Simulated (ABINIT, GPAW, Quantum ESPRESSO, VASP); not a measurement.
## Code comparison for V (Im-3m, 1 atom in the cell)

Self-consistent single point.

```
V
1.0
    1.50879     1.50879     1.50879
   -1.50879     1.50879     1.50879
   -1.50879    -1.50879     1.50879
V
1
Cartesian
  0.00000   0.00000   0.00000
```

Shared settings, as Quantum ESPRESSO writes them: occupations = smearing; smearing = fd; degauss = 0.0073499 Ry; K_POINTS = automatic 15 15 15 0 0 0. Potentials and cutoffs stand in the table.

| code | model | pressure (GPa) | cutoff |
|---|---|---|---|
| Quantum ESPRESSO | PBEsol, SSSP 1.1.2 precision (PBE) pseudopotentials | -10.27 | 65 Ry |
| GPAW | PBEsol, GPAW PAW datasets PBEsol (made by gpaw-setup) | -8.78 | 800 eV |
| VASP | PBEsol, VASP's PBE PAW potentials (set 64) | -10.56 | 300 eV |
| ABINIT | PBEsol, norm-conserving pseudopotentials (PseudoDojo nc-sr-04 PBEsol standard) | -10.11 | 1143 eV |

On Quantum ESPRESSO's run: spin polarisation is off.

The spread over the programs that give each value: pressure within 1.78 GPa.

In the pressure, GPAW (by 1.41) lies more than 1 GPa from the median of the plane-wave programs.

VASP's run is marked for a possible Pulay error in its stress at this cutoff; no cutoff test was made.

The starting cell has typed, rounded lattice constants, without a prior relaxation at this level. Its lattice was rescaled by a random factor within 2.5 % of one.

Left out of this page: Ansatz, Elk, FLEUR and SIESTA (not drawn, or without a comparable value).
